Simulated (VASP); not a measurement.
Input:

```
RhTb
1.0
    3.41700     0.00000     0.00000
    0.00000     3.41700     0.00000
    0.00000     0.00000     3.41700
Tb Rh
1 1
Direct
  0.50000   0.50000   0.50000
  0.00000   0.00000   0.00000
```

All values below come from r2SCAN+rVV10, VASP's PBE PAW potentials (set 64) (plane waves; VASP). Numerical set-up: 400 eV cut-off, 10×10×10 Γ-centred mesh, first-order Methfessel-Paxton smearing of 0.10 eV, potentials Tb_3 Rh_pv.

The 4f electrons are frozen in the core of the lanthanide potential, so 4f levels, which can set the real gap, and their magnetism are missing.

The ions, cell shape and volume are relaxed. Give the cell that the relaxation ends in.

```
RhTb
1.0
    3.40297     0.00000     0.00000
    0.00000     3.40297     0.00000
    0.00000     0.00000     3.40297
Tb Rh
1 1
Direct
  0.50000   0.50000   0.50000
  0.00000   0.00000   0.00000
```
Space group Pm-3m (221), at a tolerance of 0.03 Å.

How do energy and volume change from the first to the last step?

The energy (σ→0) changes by -1.2 meV/atom and the volume by -1.2 %, in 3 ionic steps.

The structure comes from a measured TbRh entry (Pm-3m) of the Crystallography Open Database, whose conditions weren't checked. This run relaxes it. Symmetry was kept, so distortions that lower it aren't found.
